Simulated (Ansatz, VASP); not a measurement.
## BeSn in VASP and in Ansatz

Contents of INCAR:

```
PREC = Accurate
ENCUT = 600
EDIFF = 1E-6
ISMEAR = 0
SIGMA = 0.1
LREAL = False
LASPH = True
NELM = 100
ALGO = Fast
ISIF = 3
LWAVE = False
LCHARG = False
GGA = PE
IBRION = 2
NSW = 90
EDIFFG = -0.04
```

Contents of KPOINTS:

```
regular mesh
0
Gamma
  6 6 6
```

POSCAR

```
BeSn
1.0
    0.0000000000      2.5667331637      2.5667331637
    2.5667331637      0.0000000000      2.5667331637
    2.5667331637      2.5667331637      0.0000000000
Be Sn
1 1
Direct
    0.0000000000      0.0000000000      0.0000000000
    0.5000000000      0.5000000000      0.5000000000
```

Input for Ansatz:

```yaml
crystal:
  lattice:
    - [0.0, 2.5667331637, 2.5667331637]
    - [2.5667331637, 0.0, 2.5667331637]
    - [2.5667331637, 2.5667331637, 0.0]
  atoms:
    - { symbol: Be, position: [0.0, 0.0, 0.0] }
    - { symbol: Sn, position: [0.5, 0.5, 0.5] }
basis:
  ecutwfc: 420
kpoints:
  mp_grid: { grid: [6, 6, 6] }
hamiltonian:
  xc: pbe
scf:
  occupations: { method: gaussian, width: 0.1 }
  lower_state_search: "off"
output:
  forces: true
  stress: true
  eigenvalues: true
relax:
  adjacent_minimum: "off"
  f_tol: 0.04
  max_steps: 70
  cell: { stress_tol: 0.4 }
```

Alike in both runs: task relaxation of cell and atoms; functional PBE; k mesh 6 × 6 × 6; occupations gaussian, width 0.1 eV; no spin polarisation.

|  | VASP | Ansatz |
| --- | --- | --- |
| version | VASP 6.6.1 | Ansatz 0.2.0 |
| potentials or method | VASP PAW PBE potentials, release 64 (Be, Sn_d) | scalar-relativistic, plane waves, PAW |
| plane-wave cutoff (eV) | 600 | 420 |
| valence electrons in the cell | 16 | 16 |

```tsv
	VASP	Ansatz	Ansatz less VASP
gap on the k mesh at the Fermi level, each at its own relaxed structure (eV)	none	none	-
relaxed volume (Å³/atom)	18.17	18.26	+0.097
relaxed cell length with the largest relative difference (Å)	3.718	3.724	+0.0066
energy change over the relaxation (meV/atom)	-21	-21	+0.1
```

A gap of «none» marks a metal or a gap that the smearing closes.
